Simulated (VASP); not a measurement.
Input:

```xyz
6
Lattice="5.0629 0.0000 0.0000 0.0000 5.0629 0.0000 0.0000 0.0000 3.4554" Properties=species:S:1:pos:R:3 pbc="T T T"
Pb     0.0000     0.0000     0.0000
Pb     2.5314     2.5314     1.7277
O      1.5565     1.5565     0.0000
O      3.5064     3.5064     0.0000
O      0.9750     4.0879     1.7277
O      4.0879     0.9750     1.7277
```

Method: PBE GGA, VASP's PBE PAW potentials (set 64) (plane waves; VASP). Settings: 400 eV cut-off, 5×5×7 Γ-centred mesh, Gaussian smearing of 0.20 eV, potentials Pb_d O.

At this cut-off the stress carries a Pulay error, which pulls relaxed volumes low.

**Question.** Estimate the energy per atom (σ→0), pressure.

**Answer.** 
* **energy per atom (σ→0)**: -5.320 eV/atom
* **pressure**: -4.29 GPa

Only differences to runs with the same potentials and settings are physical.

The structure comes from a computed database's PbO2 entry; how it stands against other phases isn't given here. The cell was not relaxed at this level.
